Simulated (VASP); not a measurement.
Runs of VASP 6.6.1 on O2CH2. The cell holds a molecule in a box, 5 atoms: a = 13.343 Å, b = 13.843 Å, c = 14.343 Å, α = 90.00°, β = 90.00°, γ = 90.00°. 

```csv
level,gap on the mesh (eV),largest force (eV/Å)
RPBE,5.26,0.43
optB86b-vdW,(b),0.10
PBE+D4,5.23,0.02
r2SCAN+rVV10,(a),0.72
rev-vdW-DF2,5.23,0.15
```

Alike in all rows: task single point; potentials or basis VASP PAW PBE potentials, release 64 (O, C, H); no spin polarisation; cell as given; k mesh 1 × 1 × 1; cutoff (eV) 400; smearing gaussian 0.01 eV.

**Question.** Estimate the missing entries.

**Answer.** (a) 5.82; (b) 5.24.

Caveats: the standard files for N, O and F lose accuracy on very short bonds; the PAW data sets were made with another functional, which shifts forces and pressure a little (some runs).

A k mesh can miss the band edges.

Not every run made on this cell is shown here.
